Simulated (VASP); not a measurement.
Data:

```
InPd
1.0
    3.31500     0.00000     0.00000
    0.00000     3.31500     0.00000
    0.00000     0.00000     3.31500
In Pd
1 1
Direct
  0.50000   0.50000   0.50000
  0.00000   0.00000   0.00000
```

All values below come from PBE GGA, VASP's PBE PAW potentials (set 64) (plane waves; VASP). Run with 400 eV cut-off, 8×8×8 Γ-centred mesh, first-order Methfessel-Paxton smearing of 0.10 eV, potentials In_d Pd.

### Question
The ions, cell shape and volume are relaxed. Give the cell that the relaxation ends in.

### Answer

```
InPd
1.0
    3.30288     0.00000     0.00000
    0.00000     3.30288     0.00000
    0.00000     0.00000     3.30288
In Pd
1 1
Direct
  0.50000   0.50000   0.50000
  0.00000   0.00000   0.00000
```
Space group Pm-3m (221), at a tolerance of 0.03 Å.

### Question
How do energy and volume change from the first to the last step?

### Answer
The energy (σ→0) changes by -0.8 meV/atom and the volume by -1.1 %, in 3 ionic steps.

The compound is PdIn in the CsCl type structure. This run relaxes it. Symmetry was kept, so distortions that lower it aren't found. The electron count is odd and the run is not spin-polarised, which forces a metal.
